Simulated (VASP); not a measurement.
OSZICAR of a VASP run on BaZrO₃ (cubic perovskite):

### OSZICAR
```
       N       E                     dE             d eps       ncg     rms          rms(c)
DAV:   1     0.339618186015E+03    0.33962E+03   -0.22259E+04   960   0.163E+03
DAV:   2    -0.204349854620E+02   -0.36005E+03   -0.35677E+03  1264   0.391E+02
DAV:   3    -0.407907941010E+02   -0.20356E+02   -0.20336E+02  1584   0.943E+01
DAV:   4    -0.412838036552E+02   -0.49301E+00   -0.49290E+00  1328   0.120E+01
DAV:   5    -0.412959395008E+02   -0.12136E-01   -0.12136E-01  1432   0.131E+00    0.290E+01
DAV:   6    -0.329691246541E+02    0.83268E+01   -0.52970E+01  1224   0.463E+01    0.128E+01
DAV:   7    -0.329652561563E+02    0.38685E-02   -0.40192E+00  1400   0.114E+01    0.749E+00
DAV:   8    -0.329432469309E+02    0.22009E-01   -0.37213E-01  1280   0.494E+00    0.753E-01
DAV:   9    -0.329405958436E+02    0.26511E-02   -0.69033E-02  1256   0.150E+00    0.456E-01
DAV:  10    -0.329422931539E+02   -0.16973E-02   -0.18254E-02  1240   0.118E+00    0.267E-01
DAV:  11    -0.329417551015E+02    0.53805E-03   -0.32695E-03  1224   0.470E-01    0.436E-02
DAV:  12    -0.329417956561E+02   -0.40555E-04   -0.17175E-04  1224   0.103E-01    0.394E-02
DAV:  13    -0.329417960911E+02   -0.43506E-06   -0.26788E-05  1440   0.425E-02    0.387E-03
DAV:  14    -0.329417965100E+02   -0.41891E-06   -0.31935E-06  1344   0.120E-02    0.288E-03
DAV:  15    -0.329417964742E+02    0.35791E-07   -0.72647E-07  1208   0.541E-03
   1 F= -.32941796E+02 E0= -.32941796E+02  d E =0.000000E+00
```

Problem. Which electronic solver shows in the log?

Solution. It is blocked Davidson (ALGO = Normal, or the opening steps of other solvers). The INCAR had ALGO = Normal.

Problem. Can the final energy be trusted as converged?

Solution. The run converged. It stopped with EDIFF = 1E-7, NELM = 100 (optB88-vdW, plane waves, VASP's PBE PAW potentials (set 64)).

The compound is BaZrO3 in the cubic perovskite structure. It was relaxed first.
